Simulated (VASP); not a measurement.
Calculation: r2SCAN+rVV10, VASP's PBE PAW potentials (set 64) (plane waves; VASP 6.6.1).

VASP ran on this input.

File KPOINTS:
```
Automatic mesh
0
Gamma
11 11 9
0 0 0
```

File POSCAR:
```
HfB2
1
    1.5490959186    -2.6831130644     0.0000000000
    1.5490959186     2.6831130644     0.0000000000
    0.0000000000     0.0000000000     3.4416937592
Hf B
1 2
Direct
  1.0000000000   1.0000000000   0.0000000000
  0.3333330000   0.6666670000   0.5000000000
  0.6666670000   0.3333330000   0.5000000000
```

### INCAR
```
ALGO  =  Normal
BPARAM  =  11.95
CPARAM  =  0.0093
EDIFF  =  1E-7
EDIFFG  =  -0.01
ENCUT  =  520
IBRION  =  2
ISIF  =  4
ISMEAR  =  1
LASPH  =  T
LCHARG  =  F
LMAXMIX  =  6
LMIXTAU  =  T
LREAL  =  F
LUSE_VDW  =  T
LWAVE  =  F
METAGGA  =  R2SCAN
NELM  =  100
NSW  =  30
PREC  =  Accurate
SIGMA  =  0.1
SYSTEM  =  HfB2
```

POTCAR, in this order: Hf_pv B (PBE.64 set). Program: vasp_std.

Unless said otherwise, spin-orbit coupling is left out, though it shifts the bands of the heavy elements here.

Question: What does the run give for the energy per atom (σ→0), band gap (on the k-mesh)?

Answer: 
```json
{
 "energy per atom (σ→0)": "-20.971 eV/atom",
 "band gap (on the k-mesh)": "none (metal, semimetal or under 0.01 eV)"
}
```

File OSZICAR:
```
...
       N       E                     dE             d eps       ncg     rms          rms(c)
DAV:   1    -0.629115311867E+02   -0.28023E-04   -0.15242E-03  2052   0.350E-01    0.484E-02
DAV:   2    -0.629115193924E+02    0.11794E-04   -0.20492E-05  2348   0.427E-02    0.207E-02
DAV:   3    -0.629115206224E+02   -0.12300E-05   -0.39236E-06  2368   0.202E-02    0.689E-03
DAV:   4    -0.629115203366E+02    0.28576E-06   -0.15729E-06  2384   0.117E-02    0.374E-03
DAV:   5    -0.629115208901E+02   -0.55347E-06   -0.68019E-07  2124   0.903E-03    0.160E-03
DAV:   6    -0.629115209047E+02   -0.14595E-07   -0.22516E-07  1924   0.518E-03
   3 F= -.62911521E+02 E0= -.62911508E+02  d E =-.340936E-03
```

The compound is HfB2 in the AlB2 type structure. This cell is one point of a volume scan, at 0.97 of the reference volume. Symmetry was kept, so distortions that lower it aren't found.
